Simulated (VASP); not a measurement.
Output of a VASP run:

**OUTCAR**
```
 ion  position               nearest neighbor table
   1  0.000  0.000  0.000-   2 2.11   2 2.11   2 2.11   2 2.11   2 2.11   2 2.11
   2  0.500  0.500  0.500-   1 2.11   1 2.11   1 2.11   1 2.11   1 2.11   1 2.11
  LATTYP: Found a face centered cubic cell.
 ALAT       =     4.2103616228
 Subroutine PRICEL returns:
 Original cell was already a primitive cell.
 Subroutine GETGRP returns: Found 48 space group operations
The static configuration has the point symmetry O_h .
The dynamic configuration has the point symmetry O_h .
 Subroutine INISYM returns: Found 48 space group operations
 Subroutine IBZKPT returns following result:
 Found     56 irreducible k-points:

 Following reciprocal coordinates:
            Coordinates               Weight
  0.000000  0.000000  0.000000      1.000000
  0.090909  0.000000  0.000000      8.000000
  0.181818  0.000000  0.000000      8.000000
  0.272727  0.000000  0.000000      8.000000
  0.363636  0.000000  0.000000      8.000000
  0.454545  0.000000  0.000000      8.000000
  0.090909  0.090909  0.000000      6.000000
  0.181818  0.090909  0.000000     24.000000
  0.272727  0.090909  0.000000     24.000000
  0.363636  0.090909  0.000000     24.000000
  0.454545  0.090909  0.000000     24.000000
 -0.454545  0.090909  0.000000     24.000000
 -0.363636  0.090909  0.000000     24.000000
 -0.272727  0.090909  0.000000     24.000000
 -0.181818  0.090909  0.000000     24.000000
 -0.090909  0.090909  0.000000     12.000000
  0.181818  0.181818  0.000000      6.000000
  0.272727  0.181818  0.000000     24.000000
  0.363636  0.181818  0.000000     24.000000
  0.454545  0.181818  0.000000     24.000000
 -0.454545  0.181818  0.000000     24.000000
 -0.363636  0.181818  0.000000     24.000000
 -0.272727  0.181818  0.000000     24.000000
 -0.181818  0.181818  0.000000     12.000000
  0.272727  0.272727  0.000000      6.000000
  0.363636  0.272727  0.000000     24.000000
  0.454545  0.272727  0.000000     24.000000
 -0.454545  0.272727  0.000000     24.000000
 -0.363636  0.272727  0.000000     24.000000
 -0.272727  0.272727  0.000000     12.000000
  0.363636  0.363636  0.000000      6.000000
  0.454545  0.363636  0.000000     24.000000
 -0.454545  0.363636  0.000000     24.000000
 -0.363636  0.363636  0.000000     12.000000
  0.454545  0.454545  0.000000      6.000000
 -0.454545  0.454545  0.000000     12.000000
  0.272727  0.181818  0.090909     24.000000
  0.363636  0.181818  0.090909     48.000000
  0.454545  0.181818  0.090909     48.000000
 -0.454545  0.181818  0.090909     48.000000
   k-points           NKPTS =     56   k-points in BZ     NKDIM =     56   number of bands    NBANDS=      8
   number of dos      NEDOS =    301   number of ions     NIONS =      2
   total plane-waves  NPLWV =  13824
   dimension x,y,z NGX =    24 NGY =   24 NGZ =   24
   dimension x,y,z NGXF=    48 NGYF=   48 NGZF=   48
   ions per type =               1   1
   PREC   = accura    normal or accurate (medium, high low for compatibility)
   ISTART =      0    job   : 0-new  1-cont  2-samecut
   ICHARG =      2    charge: 1-file 2-atom 10-const
   ISPIN  =      1    spin polarized calculation?
   LNONCOLLINEAR =      F non collinear calculations
   LSORBIT =      F    spin-orbit coupling
   INIWAV =      1    electr: 0-lowe 1-rand  2-diag
   ENCUT  =  620.0 eV  45.57 Ry    6.75 a.u.   6.04  6.04  6.04*2*pi/ulx,y,z
   NELM   =    100;   NELMIN=  2; NELMDL= -5     # of ELM steps
   EDIFF  = 0.1E-05   stopping-criterion for ELM
   LREAL  =      F    real-space projection
   NLSPLINE    = F    spline interpolate recip. space projectors
   LMAXMIX     =    2 max onsite mixed and CHGCAR
   VOSKOWN=      0    Vosko Wilk Nusair interpolation
   EDIFFG = -.2E-01   stopping-criterion for IOM
   NSW    =     40    number of steps for IOM
   NBLOCK =      1;   KBLOCK =     40    inner block; outer block
   IBRION =      2    ionic relax: 0-MD 1-quasi-New 2-CG
...
```

**OSZICAR**
```
       N       E                     dE             d eps       ncg     rms          rms(c)
DAV:   1     0.182351251687E+02    0.18235E+02   -0.51969E+03  1008   0.102E+03
DAV:   2    -0.134011480090E+02   -0.31636E+02   -0.30919E+02  1040   0.156E+02
DAV:   3    -0.138994305868E+02   -0.49828E+00   -0.49828E+00  1120   0.226E+01
DAV:   4    -0.139001932629E+02   -0.76268E-03   -0.76268E-03  1224   0.842E-01
DAV:   5    -0.139001942740E+02   -0.10111E-05   -0.10111E-05  1192   0.222E-02    0.666E+00
DAV:   6    -0.125556056365E+02    0.13446E+01   -0.87408E+00   896   0.207E+01    0.224E+00
DAV:   7    -0.125295315842E+02    0.26074E-01   -0.41403E-02   936   0.261E+00    0.128E+00
DAV:   8    -0.125162300092E+02    0.13302E-01   -0.20852E-02   904   0.223E+00    0.148E-01
DAV:   9    -0.125161256377E+02    0.10437E-03   -0.39118E-04  1368   0.180E-01    0.703E-02
DAV:  10    -0.125161581606E+02   -0.32523E-04   -0.49551E-05   928   0.810E-02    0.380E-03
DAV:  11    -0.125161578442E+02    0.31638E-06   -0.13990E-06   936   0.862E-03
   1 F= -.12516158E+02 E0= -.12516158E+02  d E =-.125162E+02
```

OUTCAR:
```
------------------------ aborting loop because EDIFF is reached ----------------------------------------
  FORCE on cell =-STRESS in cart. coord.  units (eV):
  Direction    XX          YY          ZZ          XY          YZ          ZX
  --------------------------------------------------------------------------------------
  Total       -0.0394416     -0.0394416     -0.0394416      0.0000000     -0.0000000      0.0000000
  in kB       -3.3866269     -3.3866269     -3.3866269      0.0000000     -0.0000000      0.0000000
  external PRESSURE =      -3.3866269 kB  Pullay stress =       0.0000000 kB
  volume of cell :       18.66
      direct lattice vectors                 reciprocal lattice vectors
     0.000000000  2.105180811  2.105180811    -0.237509290  0.237509290  0.237509290
     2.105180811  0.000000000  2.105180811     0.237509290 -0.237509290  0.237509290
     2.105180811  2.105180811  0.000000000     0.237509290  0.237509290 -0.237509290
  FREE ENERGIE OF THE ION-ELECTRON SYSTEM (eV)
  ---------------------------------------------------
  free  energy   TOTEN  =       -12.5161578442 eV

  energy  without entropy=      -12.5161578442  energy(sigma->0) =      -12.51615784

 reached required accuracy - stopping structural energy minimisation
```
(Selected blocks of OUTCAR.)

File POSCAR:
```
MgO
1
   -0.0000000000     2.1051808114     2.1051808114
    2.1051808114     0.0000000000     2.1051808114
    2.1051808114     2.1051808114    -0.0000000000
Mg O
1 1
Direct
  1.0000000000   1.0000000000   0.0000000000
  0.5000000000   0.5000000000   0.5000000000
```

Problem. Reconstruct the remaining input files.

Solution. One answer among several that fit: the input of the run itself, PBEsol GGA, plane waves, VASP's PBE PAW potentials (set 64).

INCAR:
```
# general
SYSTEM = MgO
PREC   = Accurate
ENCUT  = 620
LREAL  = .False.
LASPH  = .True.

# electronic loop
EDIFF  = 1E-6
NELM   = 100
ALGO   = Normal

# smearing
ISMEAR = 0
SIGMA  = 0.05

# functional
GGA    = PS

# ions
IBRION = 2
NSW    = 40
ISIF   = 3
EDIFFG = -0.02

# output
LWAVE  = .False.
LCHARG = .False.
```

KPOINTS:
```
Automatic mesh
0
Gamma
11 11 11
0 0 0
```

POTCAR, in this order: Mg O (PBE.64 set). Program: vasp_std.

The structure was generated: MgO was put into the rock salt type (Fm-3m), which need not be its known phase. It was relaxed first, which changed the volume by -17 %.
